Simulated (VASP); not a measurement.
Consider the following.

```yaml
crystal:
  lattice:
    - [0.00000, 2.97797, 2.97797]
    - [2.97797, 0.00000, 2.97797]
    - [2.97797, 2.97797, 0.00000]
  atoms:
    - { symbol: In, position: [0.00000, 0.00000, 0.00000] }
    - { symbol: P, position: [0.25000, 0.25000, 0.25000] }
```

All values below come from PBE GGA with spin-orbit coupling, VASP's PBE PAW potentials (set 64) (plane waves; VASP). Settings: 400 eV cut-off, 7×7×7 Γ-centred mesh, Gaussian smearing of 0.050 eV, potentials In_d P.

Task: Give the energies of bands 13 to 25 at the high-symmetry points, in eV from the valence-band maximum.

Result: 
```tsv
band	Γ	X	U	L	W
13	-0.10	-5.58	-5.45	-5.51	-5.44
14	-0.10	-5.58	-5.43	-5.51	-5.43
15	0.00	-2.24	-3.15	-0.99	-2.85
16	0.00	-2.24	-3.07	-0.99	-2.79
17	0.00	-2.15	-1.84	-0.88	-2.73
18	0.00	-2.15	-1.83	-0.88	-2.67
19	0.42	1.81	2.34	1.35	4.14
20	0.42	1.81	2.35	1.35	4.17
21	3.76	2.23	4.25	4.68	4.25
22	3.76	2.23	4.27	4.68	4.26
23	4.20	8.89	7.27	4.85	5.29
24	4.20	8.92	7.32	4.85	5.52
25	4.20	9.11	7.42	6.97	6.17
```

The gap is direct, 0.42 eV, from the valence maximum at Γ to the conduction minimum at Γ.

Measured: gap 1.47 eV (computed value off by -1.05 eV), as given by Wei Chen et al., Physical Review Materials (2018), doi:10.1103/physrevmaterials.2.073803 [zero-point renormalisation of 0.05 eV added back (the table's ZPR column)].

The compound is InP in the zinc blende structure. It was relaxed first.
